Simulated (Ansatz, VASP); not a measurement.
# Cross-check of PbF2 (Fluorocronite) between VASP and Ansatz

One calculation is typed for both programs; each brings its own data sets and cutoff. How far apart do they land? The cell is taken from a series of VASP runs on this material, whose earlier steps may have relaxed, scaled or displaced it; both programs get it as it stands.

Main program and level: Ansatz 0.2.0; plane waves, with VASP 6.6.1 beside it; relaxation of cell and atoms at PBE and relaxation of cell and atoms at r2SCAN with rVV10.

### Step 1. Starting point

It takes space group Fm-3m (No. 225, cubic). The conventional cell has a = 5.986 Å, b = 5.986 Å, c = 5.986 Å, α = 90.00°, β = 90.00°, γ = 90.00°. Nearest to Pb lie 8 F at 2.59 Å. Nearest to F lie 4 Pb at 2.59 Å. Farther neighbours and most contacts between anions are not listed.

Coordinates:

```cif
data_structure
_symmetry_space_group_name_H-M 'Fm-3m'
_symmetry_Int_Tables_number 225
_cell_length_a 5.9860
_cell_length_b 5.9860
_cell_length_c 5.9860
_cell_angle_alpha 90.000
_cell_angle_beta 90.000
_cell_angle_gamma 90.000
_cell_volume 214.49
loop_
_atom_site_label
_atom_site_type_symbol
_atom_site_symmetry_multiplicity
_atom_site_Wyckoff_symbol
_atom_site_fract_x
_atom_site_fract_y
_atom_site_fract_z
_atom_site_occupancy
Pb1 Pb 4 a 0.00000 0.00000 0.00000 1
F1 F 8 c 0.25000 0.25000 0.75000 1
```

### Step 2. Ansatz: relaxation of cell and atoms, PBE

Ansatz runs on its default PAW (the set named soft_2) files.

The relaxed volume is the usual yardstick between codes: its relative difference is about their pressure difference at one cell divided by the bulk modulus.

input.yaml

```yaml
crystal:
  lattice:
    - [0.0, 2.9930050768, 2.9930050768]
    - [2.9930050768, 0.0, 2.9930050768]
    - [2.9930050768, 2.9930050768, 0.0]
  atoms:
    - { symbol: Pb, position: [0.0, 0.0, 0.0] }
    - { symbol: F, position: [0.75, 0.75, 0.75] }
    - { symbol: F, position: [0.25, 0.25, 0.25] }
hamiltonian:
  xc: pbe
  pseudopotentials: { kind: paw }
kpoints:
  mp_grid: { grid: [6, 6, 6] }
scf:
  occupations: { method: gaussian, width: 0.03 }
relax:
  f_tol: 0.01
  max_steps: 60
  cell: { stress_tol: 0.05 }
output:
  forces: true
  stress: true
```

Launch:

```
$ ansatz run input.yaml --threads 4 --pin off --max-ram 9216MiB --backend cpu --events-out ev --progress --plain --runs-dir out
```

Numbers of over 12 decimals in the logs are rounded to 6 here.

The log of the run:

```text
Engine: ansatz 0.2.0, aarch64-unknown-linux-gnu
Pseudopotentials: kind: paw
Pseudopotential: Pb, paw, valence charge 14, recommended cutoff 420 eV (normal), Pb.paw.azcp
Pseudopotential: F, paw, valence charge 7, recommended cutoff 420 eV (normal), F.paw.azcp
Functional definition: PBE
  parameter kappa = 0.804
  parameter beta = 0.066725
  exchange = pbe_x(kappa = kappa, mu = beta*pi^2/3)
  correlation = pbe_c(beta = beta)
Crystal: 3 atoms, lattice volume = 53.623 Å³
Basis set: ecut = 420 eV, 1067 PW (Γ), exchange–correlation on 60×60×60 points (8 copies of the dense FFT grid, shifted against one another)
Bands: 18, of which v1, the nominal top of the filled ones, is band 14 counted from 1 (13 counted from 0)
Symmetry: 48 space group operations
Space group: Fm-3m (ITA 225), of the structure as read, at distance tolerance 3.8e-5 Å
k-points: 16 of 216
Non-local potential: Pb, projectors of the file, l = 0: 2, l = 1: 2, l = 2: 2, l = 3: 2
Non-local potential: F, projectors of the file, l = 0: 2, l = 1: 2, l = 2: 1
PAW form: soft (Blöchl's): semilocal exchange-correlation on the pseudo side does not see the compensation charge
PAW one-centre angular grid: Pb, 590 points (default); XC on 64 Gauss nodes
PAW one-centre angular grid: F, 110 points (default); XC on 64 Gauss nodes
Initial density: superposition of atomic densities (neutral atoms: chi_scale 0, normalization atom), corrected by the library's trained network
Initial wavefunctions: pseudopotential atomic-orbital guess
Functional: x = pbe(κ = 0.804, μ = 0.219515), c = pbe(β = 0.066725)
SCF iter   1: F=—  HF=-13524.711677 eV  |F-HF|=—  |Δ(HF+E_count)|=         —  Δρ=4.76e-4  dr2=5.32e-5  ethr=1.77e-3  ⟨swp⟩=6.0  Hψ=1469  notcnv=0
preconditioner: auto → none  [insulator: Δε(μ)=4.433 eV  Ē_g=17.007 eV  σ=0.030 eV  W_gap=1.00  n_scr=14 (ndim 8)  ℏωp=26.8 eV  f_vac=0.138  D(μ)=0.00/eV (n_scr^D=0)  ε∞_Penn≈3.5]
SCF iter   2: F=—  HF=-13524.710917 eV  |F-HF|=—  |Δ(HF+E_count)|=   7.59e-4  Δρ=4.35e-4  dr2=4.38e-5  ethr=1.90e-7  ⟨swp⟩=3.5  Hψ=858  notcnv=0
SCF iter   3: F=—  HF=-13524.710928 eV  |F-HF|=—  |Δ(HF+E_count)|=   1.07e-5  Δρ=2.10e-4  dr2=4.71e-6  ethr=1.57e-7  ⟨swp⟩=2.4  Hψ=429  notcnv=0
SCF iter   4: F=—  HF=-13524.710975 eV  |F-HF|=—  |Δ(HF+E_count)|=   4.73e-5  Δρ=9.23e-5  dr2=1.26e-6  ethr=1.68e-8  ⟨swp⟩=2.0  Hψ=480  notcnv=0
SCF iter   5: F=—  HF=-13524.710985 eV  |F-HF|=—  |Δ(HF+E_count)|=   9.98e-6  Δρ=4.62e-5  dr2=6.50e-7  ethr=4.52e-9  ⟨swp⟩=2.0  Hψ=512  notcnv=0
SCF iter   6: F=-13524.710985 eV  HF=-13524.710985 eV  |F-HF|=2.61e-8  |Δ(HF+E_count)|=   2.58e-7  Δρ=1.10e-5  dr2=3.12e-8  ethr=3.57e-10  ⟨swp⟩=3.0  Hψ=1095  notcnv=0
SCF 1 converged in 6 iterations: F = -13524.710985 eV  dr2 = 3.12e-8
  greatest PAW one-centre occupation: 0.984 electrons in one spin orbital (limit 2), on the Pb atom at site 0 (counted from 0), in its partial waves of l = 2
relax step   1: F+E_penalty+E_count = -13524.71098511 eV  Δ(F+E_penalty+E_count) = +0.000e0 eV  max|allowed force component| = 1.079e-17 eV/Å  Δτ_max = 0.0000 Å  P = +0.500 GPa  Ω = 53.623 Å³  (6 SCF iters, dr2 threshold 1.00e-7 eV, accepted)
[...]
relax step   2: F+E_penalty+E_count = -13524.70910489 eV  Δ(F+E_penalty+E_count) = +1.880e-3 eV  max|allowed force component| = 9.252e-17 eV/Å  Δτ_max = 0.0000 Å  P = -0.444 GPa  Ω = 54.316 Å³  energy of the carried Pulay correction = -1.981e-3 eV  (5 SCF iters, dr2 threshold 3.00e-7 eV, accepted)
[...]
relax step   3: F+E_penalty+E_count = -13524.71050019 eV  Δ(F+E_penalty+E_count) = -1.395e-3 eV  max|allowed force component| = 3.238e-17 eV/Å  Δτ_max = 0.0000 Å  P = -0.004 GPa  Ω = 53.988 Å³  energy of the carried Pulay correction = -1.046e-3 eV  (5 SCF iters, dr2 threshold 3.00e-7 eV, accepted)
[...]
relax step   4: F+E_penalty+E_count = -13524.71174754 eV  Δ(F+E_penalty+E_count) = -1.247e-3 eV  max|allowed force component| = 4.318e-17 eV/Å  Δτ_max = 0.0000 Å  P = +0.041 GPa  Ω = 53.988 Å³  stress off target by 4.14e-2 GPa  SCF on the basis re-selected at this cell (its energy is not comparable with the rows above)  (6 SCF iters)
basis re-selected at this cell: Δ(F+E_penalty+E_count) = -1.247e-3 eV, ΔP = +0.046 GPa vs the last step (what re-selecting the basis moved, of the pressure what is left beyond the Pulay correction that the steps carried, after the strain that the cell walked since its last selection, with what the two solves' SCF thresholds leave and, on support functions, any second-order correction that the steps lacked; it is no m [...]
SCF converged after 6 iterations
Free energy (F): -13524.711748 eV
Harris-Foulkes:  -13524.711748 eV  (|F-HF|=7.28e-12)
Internal energy: -13524.711748 eV  (E = F + TS)
E sigma→0 (E₀):  -13524.711748 eV
Fermi energy:    6.686098 eV
--- Per-component energies (eV) ---
  E_band       = -134.231111
  E_kinetic    = 697.378316
  E_local      = -2293.535356  (includes V_loc(G=0)·N_el)
  E_nonlocal   = 496.868347
  E_hartree    = 880.663664
  E_xc         = -381.422087
  E_vxc        = -337.827665  (∫ρ·V_xc dr)
  E_paw        = -10801.639135  (= ΣΔE_a)
  E_vpaw       = -458.446191  (= ΣTr[D̂ρ^β])
  E_aug_tail   = 0.004121  (compensation charges beyond the density's cutoff)
  E_ewald      = -2123.029617
  E_smearing   = -0.000000  (= −TS)
  E_closure    = -0.000000  (closes the sum)
  Σ components = -13524.711748   (vs F -13524.711748, Δ=0.00e0)
--- Forces (eV/Å), atoms counted from 1 ---
  atom   1  Pb    -0.00000000     0.00000000    -0.00000000
  atom   2  F      0.00000000     0.00000000    -0.00000000
  atom   3  F     -0.00000000    -0.00000000     0.00000000
  max |Σ_I F_I| component: 2.78e-17 eV/Å
--- Stress (GPa, compression-positive) ---
        0.041441      -0.000000      -0.000000
       -0.000000       0.041441      -0.000000
       -0.000000      -0.000000       0.041441
  P = ⅓ Tr σ = 0.0414 GPa (0.414 kbar)
--- Relaxed structure (3 steps of the walk, 3 accepted, 1 SCFs on fresh bases) ---
  F+E_penalty+E_count = -13524.71174754 eV   max|allowed force component| = 4.318e-17 eV/Å   (the final SCF, on the basis selected at the relaxed cell)
  cell:  # Å, volume = 53.9878 Å³
    - [0, 2.999775, 2.999775]
    - [2.999775, 0, 2.999775]
    - [2.999775, 2.999775, 0]
  atoms:
    - { symbol: Pb, position: [0, 0, 0] }
    - { symbol: F, position: [0.75, 0.75, 0.75] }
    - { symbol: F, position: [0.25, 0.25, 0.25] }
```

It took 1.3 s on 4 threads of Arm Neoverse V1, shared host; peak memory 0.32 GiB.

### Step 3. VASP: relaxation of cell and atoms, PBE

The same cell, functional, mesh and smearing now go to VASP, with its own data sets and cutoff.

Lines of VASP's logs that name or quote its potential files are left out, and so is its time.

INCAR

```
SYSTEM = PbF2
PREC = Accurate
ENCUT = 520
EDIFF = 1E-06
NELM = 100
ISMEAR = 0
SIGMA = 0.03
LREAL = .FALSE.
ALGO = Normal
GGA = PE
NBANDS = 20
LORBIT = 11
LWAVE = .FALSE.
LCHARG = .FALSE.
KPAR = 4
IBRION = 2
NSW = 50
ISIF = 3
EDIFFG = -0.006
```

POSCAR

```
PbF2
1.0
    0.0000000000      2.9930050768      2.9930050768
    2.9930050768      0.0000000000      2.9930050768
    2.9930050768      2.9930050768      0.0000000000
Pb F
1 2
Direct
    0.0000000000      0.0000000000      0.0000000000
    0.7500000000      0.7500000000      0.7500000000
    0.2500000000      0.2500000000      0.2500000000
```

KPOINTS

```
Automatic mesh
0
Gamma
6 6 6
0 0 0
```

PAW data sets: Pb_d and F (PBE family, release 64).

Launch:

```
$ mpirun -np 4 vasp_std
```

The log of the run:

```text
[banner, memory and clock lines left out]
running    4 mpi-ranks, on    1 nodes
 distrk:  each k-point on    1 cores,    4 groups
 distr:  one band on    1 cores,    1 groups

 POSCAR found type information on POSCAR PbF
 POSCAR found :  2 types and       3 ions
 LDA part: xc-table for (Slater+PW92), standard interpolation
 POSCAR, INCAR and KPOINTS ok, starting setup
 FFT: planning ... GRIDC
 FFT: planning ... GRID_SOFT
 FFT: planning ... GRID
 WAVECAR not read
 entering main loop
       N       E                     dE             d eps       ncg     rms          rms(c)
DAV:   1     0.305570070764E+03    0.30557E+03   -0.14713E+04   648   0.159E+03
DAV:   2     0.107316475507E+02   -0.29484E+03   -0.27641E+03   700   0.431E+02
DAV:   3    -0.155462557389E+02   -0.26278E+02   -0.25975E+02   732   0.142E+02
DAV:   4    -0.163208686173E+02   -0.77461E+00   -0.77379E+00   748   0.257E+01
DAV:   5    -0.163461859136E+02   -0.25317E-01   -0.25315E-01   764   0.474E+00    0.805E+00
DAV:   6    -0.143625821863E+02    0.19836E+01   -0.95426E+00   864   0.243E+01    0.274E+00
DAV:   7    -0.143567520376E+02    0.58301E-02   -0.47397E-01   660   0.427E+00    0.158E+00
DAV:   8    -0.143520154722E+02    0.47366E-02   -0.10662E-01   668   0.365E+00    0.526E-01
DAV:   9    -0.143490776067E+02    0.29379E-02   -0.20953E-02   816   0.105E+00    0.105E-01
DAV:  10    -0.143502552162E+02   -0.11776E-02   -0.18094E-03   640   0.434E-01    0.361E-02
DAV:  11    -0.143502221359E+02    0.33080E-04   -0.15983E-04   744   0.124E-01    0.135E-02
DAV:  12    -0.143502344168E+02   -0.12281E-04   -0.66550E-05   696   0.783E-02    0.128E-02
DAV:  13    -0.143502314344E+02    0.29824E-05   -0.25521E-05   784   0.492E-02    0.270E-03
DAV:  14    -0.143502314657E+02   -0.31346E-07   -0.12940E-06   580   0.786E-03
   1 F= -.14350231E+02 E0= -.14350231E+02  d E =-.143502E+02
 curvature:   0.00 expect dE= 0.000E+00 dE for cont linesearch  0.000E+00
 trial: gam= 0.00000 g(F)=  0.418E-47 g(S)=  0.483E-03 ort = 0.000E+00 (trialstep = 0.100E+01)
 search vector abs. value=  0.483E-03
 bond charge predicted
       N       E                     dE             d eps       ncg     rms          rms(c)
DAV:   1    -0.143581671745E+02   -0.79357E-02   -0.18775E-01   828   0.595E+00    0.634E-01
DAV:   2    -0.143511666824E+02    0.70005E-02   -0.31246E-02   716   0.172E+00    0.134E-01
DAV:   3    -0.143505422035E+02    0.62448E-03   -0.17426E-03   824   0.622E-01    0.591E-02
DAV:   4    -0.143504464624E+02    0.95741E-04   -0.49931E-04   788   0.315E-01    0.195E-02
DAV:   5    -0.143504447275E+02    0.17349E-05   -0.52215E-05   696   0.847E-02    0.936E-03
DAV:   6    -0.143504413100E+02    0.34175E-05   -0.11910E-05   836   0.426E-02    0.184E-03
DAV:   7    -0.143504412939E+02    0.16109E-07   -0.63286E-07   408   0.733E-03
   2 F= -.14350441E+02 E0= -.14350441E+02  d E =-.209828E-03
 trial-energy change:   -0.000210  1 .order   -0.000203   -0.000483    0.000077
 step:   0.8708(harm=  0.8626)  dis= 0.00000  next Energy=   -14.350446 (dE=-0.215E-03)
 reached required accuracy - stopping structural energy minimisation
```

Parts of OUTCAR (step 3):

```text
ion  position               nearest neighbor table
   1  0.000  0.000  0.000-   2 2.59   3 2.59   2 2.59   2 2.59   2 2.59   3 2.59   3 2.59   3 2.59

  LATTYP: Found a face centered cubic cell.
 ALAT       =     5.9860101536

 Subroutine GETGRP returns: Found 48 space group operations
 (whereof 48 operations were pure point group operations)

The static configuration has the point symmetry O_h .

 Found     16 irreducible k-points:

   k-points           NKPTS =     16   k-points in BZ     NKDIM =     16   number of bands    NBANDS=     20

   dimension x,y,z NGX =    32 NGY =   32 NGZ =   32
   dimension x,y,z NGXF=    64 NGYF=   64 NGZF=   64

   ENCUT  =  520.0 eV  38.22 Ry    6.18 a.u.   7.87  7.87  7.87*2*pi/ulx,y,z

   NELECT =      28.0000    total number of electrons

 k-points in reciprocal lattice and weights: Automatic mesh
   0.00000000  0.00000000  0.00000000       0.005
   0.16666667  0.00000000  0.00000000       0.037
   0.33333333  0.00000000  0.00000000       0.037
   0.50000000  0.00000000  0.00000000       0.019
   0.16666667  0.16666667  0.00000000       0.028
   0.33333333  0.16666667  0.00000000       0.111
   0.50000000  0.16666667  0.00000000       0.111
  -0.33333333  0.16666667  0.00000000       0.111
  -0.16666667  0.16666667  0.00000000       0.056
[...]
-0.33333333  0.33333333  0.16666667       0.111
  -0.33333333  0.50000000  0.16666667       0.056

 average (electrostatic) potential at core
       1 -93.4590       2 -75.5037       3 -75.5037

 E-fermi :   1.6482

 k-point     1 :       0.0000    0.0000    0.0000
  band No.  band energies     occupation
    ...
     10      -0.7797      2.00000
     11      -0.7797      2.00000
     12      -0.2922      2.00000
     13      -0.2922      2.00000
     14      -0.2922      2.00000
     15       8.2110      0.00000
     16       8.2110      0.00000
     17       8.2110      0.00000
     18      12.0242      0.00000
     19      16.5492      0.00000
    ...

 k-point     2 :       0.1667    0.0000    0.0000
  band No.  band energies     occupation
    ...
     10      -0.8263      2.00000
     11      -0.8263      2.00000
     12      -0.3345      2.00000
     13      -0.3345      2.00000
     14       0.2818      2.00000
     15       7.4338      0.00000
     16       8.4130      0.00000
     17       8.4130      0.00000
     18      13.3814      0.00000
     19      15.9223      0.00000
    ...

 k-point     3 :       0.3333    0.0000    0.0000
  band No.  band energies     occupation
    ...
     10      -0.9160      2.00000
     11      -0.9160      2.00000
     12      -0.4192      2.00000
     13      -0.4192      2.00000
     14       1.1085      2.00000
     15       6.6944      0.00000
     16       8.8243      0.00000
     17       8.8243      0.00000
     18      14.5575      0.00000
     19      15.3255      0.00000
    ...

  Total       -0.0159365     -0.0159365     -0.0159365      0.0000000     -0.0000000      0.0000000
  in kB       -0.4738682     -0.4738682     -0.4738682      0.0000000     -0.0000000      0.0000000
  external PRESSURE =      -0.4738682 kB  Pullay stress =       0.0000000 kB

  energy-cutoff  :      520.00
  volume of cell :       53.88
      direct lattice vectors                 reciprocal lattice vectors
    -0.000000000  2.997820996  2.997820996    -0.166787810  0.166787810  0.166787810
     2.997820996 -0.000000000  2.997820996     0.166787810 -0.166787810  0.166787810
     2.997820996  2.997820996  0.000000000     0.166787810  0.166787810 -0.166787810

 POSITION                                       TOTAL-FORCE (eV/Angst)
 -----------------------------------------------------------------------------------
      5.99564      2.99782      2.99782         0.000000     -0.000000     -0.000000
      4.49673      4.49673      4.49673        -0.000000     -0.000000     -0.000000
      1.49891      1.49891      1.49891         0.000000      0.000000      0.000000
 -----------------------------------------------------------------------------------
    total drift:                                0.000000     -0.000000      0.000000

  FREE ENERGIE OF THE ION-ELECTRON SYSTEM (eV)
  ---------------------------------------------------
  free  energy   TOTEN  =       -14.3504412939 eV

  energy  without entropy=      -14.3504412939  energy(sigma->0) =      -14.35044129

 reached required accuracy - stopping structural energy minimisation

 total charge
# of ion       s       p       d       tot
------------------------------------------
    1        1.551   0.274   9.862  11.687
    2        1.741   4.320   0.000   6.061
    3        1.741   4.320   0.000   6.061
--------------------------------------------------
tot          5.034   8.914   9.862  23.810

[... 3 further parts left out ...]
```

CONTCAR:

```
PbF2
   1.00000000000000
    -0.0000000000000000    2.9978209963638807    2.9978209963638807
     2.9978209963638807   -0.0000000000000000    2.9978209963638807
     2.9978209963638807    2.9978209963638807    0.0000000000000000
  Pb              F
     1     2
Direct
     0.0000000000000000    1.0000000000000000    1.0000000000000000
     0.7500000000000000    0.7500000000000000    0.7500000000000000
     0.2500000000000000    0.2500000000000000    0.2500000000000000
```

### Step 4. Differences

Known differences besides the potentials themselves: both relaxations stop at a tolerance, which leaves soft axes loose, and VASP keeps its plane-wave basis; the cutoff is 420 eV in Ansatz and 520 eV in VASP; VASP leaves aspherical gradient terms in its spheres out (LASPH is not set), Ansatz keeps them; Ansatz adds a Pulay correction to the stress that steers its cell, VASP none. Total energies have different zeros and are not compared.

Both answers:

```csv
quantity,Ansatz,VASP,difference
volume (Å³),53.99,53.88,+0.20 %
"edge a after relaxation, in the typed setting (Å)",4.242,4.240,+0.06 %
```

The walks stopped with 0.04 GPa left in Ansatz and -0.05 GPa in VASP; each walk ends within a tolerance, so the volume difference is uncertain by about these residues over the bulk modulus, most in soft cells.

(Continued in part 2 of 2.)

[Lines on the potential files, build, host, timing and source positions are cut from VASP's logs without a mark.]

[Logs are printed without paths, hosts, clocks, repeated set-up lines and the standing remarks that a program may print on its own settings, such as how far it seeks lower states.]

[Hosts, paths, dates, database ids (printed as entryN), source tags and the programs' standing remarks are cut or masked in the printed files.]
